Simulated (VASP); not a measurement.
Calculation: LDA (Ceperley-Alder, Perdew-Zunger), VASP's LDA PAW potentials (set 64) (plane waves; VASP).

VASP ran on this input.

POSCAR:
```
TiC
1
    0.0000000000     2.0878700604     2.0878700604
    2.0878700604     0.0000000000     2.0878700604
    2.0878700604     2.0878700604     0.0000000000
Ti C
1 1
Direct
  0.0000000000   0.0000000000   0.0000000000
  0.5000000000   0.5000000000   0.5000000000
```

INCAR:
```
PSTRESS = 300
LWAVE = .False.
ALGO = Normal
NSW = 40
LMAXMIX = 4   ! l cut-off of mixed one-centre charges
ISIF = 3   ! ions, shape and volume
EDIFF = 1E-6
SYSTEM = TiC
NELM = 100   ! most electronic steps
LCHARG = .False.
IBRION = 2
PREC = Accurate
ISMEAR = 1
LASPH = .True.   ! aspherical one-centre terms
EDIFFG = -0.02   ! ionic stop
LREAL = .False.
SIGMA = 0.1   ! width (eV)
ENCUT = 620   ! plane-wave cut-off (eV)
```

### KPOINTS
```
Automatic mesh
0
Gamma
15 15 15
0 0 0
```

POTCAR, in this order: Ti_sv C (LDA.64 set). Program: vasp_std.

Energy and stress use the plane-wave basis of the starting cell.

Estimate the energy per atom (σ→0), volume per atom, band gap (on the k-mesh).

| Quantity | Value |
|---|---|
| energy per atom (σ→0) | -10.198 eV/atom |
| band gap (on the k-mesh) | none (metal, semimetal or under 0.01 eV) |
| volume per atom | 8.86 Å³/atom |

File OSZICAR:
```
...
DAV:   3    -0.203685368672E+02    0.95287E-01   -0.42206E-01  3372   0.749E+00    0.796E-01
DAV:   4    -0.203773848699E+02   -0.88480E-02   -0.12365E-01  3228   0.340E+00    0.515E-01
DAV:   5    -0.203924850360E+02   -0.15100E-01   -0.22567E-02  4136   0.118E+00    0.206E-01
DAV:   6    -0.203950894578E+02   -0.26044E-02   -0.58393E-03  3812   0.510E-01    0.124E-01
DAV:   7    -0.203953042048E+02   -0.21475E-03   -0.81449E-04  3780   0.232E-01    0.405E-02
DAV:   8    -0.203953345767E+02   -0.30372E-04   -0.14320E-04  3348   0.992E-02    0.121E-02
DAV:   9    -0.203953342206E+02    0.35609E-06   -0.87629E-06  3112   0.290E-02
   3 F= -.17076480E+02 E0= -.17076502E+02  d E =-.158518E-01
```

The compound is TiC in the rock salt structure. This run relaxes it under an external pressure of 30 GPa. Symmetry was kept, so distortions that lower it aren't found.
